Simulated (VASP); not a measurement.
Wanted: the native input for a VASP 6.6.1 run.

- Task: relaxation of cell and atoms
- Functional: LAK
- Potentials or basis: VASP PAW PBE potentials, release 64 (Mg, Be)
- Cutoff: 600 eV
- k mesh: 13 × 13 × 6
- Occupations: methfessel-paxton, width 0.1 eV
- Spin: no spin polarisation
- Further INCAR settings: ALGO = Normal; EDIFF = 1e-06; IBRION = 2; EDIFFG = -0.01; NSW = 40; ISIF = 3

The structure of MgBe lies in POSCAR:

```
MgBe
1.0
    2.3995486400      0.0000000000      0.0000000000
   -1.1997743200      2.0780700800      0.0000000000
    0.0000000000      0.0000000000      4.9009135800
Mg Be
1 1
Direct
    0.0000000000      0.0000000000      0.0433479700
    0.0000000000      0.0000000000      0.5905093500
```

The cell was built by a generator and needn't be a form met in nature.

One way to write it, as run:

INCAR

```
  ALGO = Normal
  EDIFF = 1E-6
  EDIFFG = -0.01
  ENCUT = 600
  IBRION = 2
  ISIF = 3
  ISMEAR = 1
  LASPH = True
  LCHARG = False
  LMIXTAU = True
  LREAL = False
  LWAVE = False
  METAGGA = LAK
  NELM = 80
  NSW = 40
  PREC = Accurate
  SIGMA = 0.1
```

KPOINTS

```
k-points
0
Gamma
  13 13 6
```

Potentials or basis: VASP PAW PBE potentials, release 64 (Mg, Be).

The run is started by

```console
$ cat potpaw_PBE.64/Mg/POTCAR potpaw_PBE.64/Be/POTCAR > POTCAR
$ mpirun -np 1 vasp_std > vasp.out
```

Results of the run:

* Relaxed volume: 17.10 Å³/atom
* Relaxed cell: a = 2.711 Å, b = 2.711 Å, c = 5.371 Å, α = 90.00°, β = 90.00°, γ = 120.00°
* Space group after relaxing (to 0.05 Å): P6/mmm (No. 191)
* Energy gained by relaxing: 492.3 meV/atom
* Ionic steps: 11
* Pressure after relaxing: 0.0 GPa
* Largest force after relaxing: 0.004 eV/Å
* Band gap on the k mesh: none (metal or under the smearing width)

Caveat: the volume moved by over 15 % at a fixed basis, so the end points are rough; the PAW data sets were made with another functional, which shifts forces and pressure a little.

It took 3.5 min on 1 thread of Intel(R) Xeon(R) Platinum 8559C (Emerald Rapids), with other jobs on the host, peak memory 0.17 GiB.
